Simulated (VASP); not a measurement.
Si2Mo:

```
Si Mo
1.0
    -1.60000    1.60000    3.93050
     1.60000   -1.60000    3.93050
     1.60000    1.60000   -3.93050
Si Mo
2 1
Cartesian
  0.0000 0.0000 2.6177
  0.0000 0.0000 5.2433
  0.0000 0.0000 0.0000
```

```yaml
Program: VASP 6.6.1
Task: relaxation of cell and atoms
Functional: AM05
Potentials_or_basis: VASP PAW PBE potentials, release 64 (Si, Mo_sv)
Cutoff: 600 eV
k_mesh: 16 × 16 × 16
Occupations: methfessel-paxton, width 0.1 eV
Spin: no spin polarisation
```

At the start: pressure -4.0 GPa; volume 13.42 Å³/atom.

Q: How do energy, volume and symmetry change on relaxing?

A: Over 5 steps the energy falls by 4.4 meV/atom and the volume is 13.18 Å³/atom (-1.7 %); space group I4/mmm (No. 139, to 0.05 Å).

Step by step:
| step | energy change (eV) | largest force (eV/Å) | pressure (GPa) | volume (Å³) |
| --- | --- | --- | --- | --- |
| 1 | 0.0000 | 0.2989 | -4.05 | 40.25 |
| 2 | 0.0170 | 0.0828 | 7.89 | 38.31 |
| 3 | -0.0118 | 0.1629 | 0.34 | 39.47 |
| 4 | -0.0133 | 0.0205 | 0.03 | 39.54 |
| 5 | -0.0133 | 0.0018 | 0.01 | 39.55 |

Final structure:
```
Si Mo
1.0
    -1.59077    1.59077    3.90714
     1.59077   -1.59077    3.90714
     1.59077    1.59077   -3.90714
Si Mo
2 1
Direct
  0.33479 0.33479 0.00000
  0.66521 0.66521 0.00000
  0.00000 0.00000 0.00000
```

Caveat: the PAW data sets were made with another functional, which shifts forces and pressure a little.
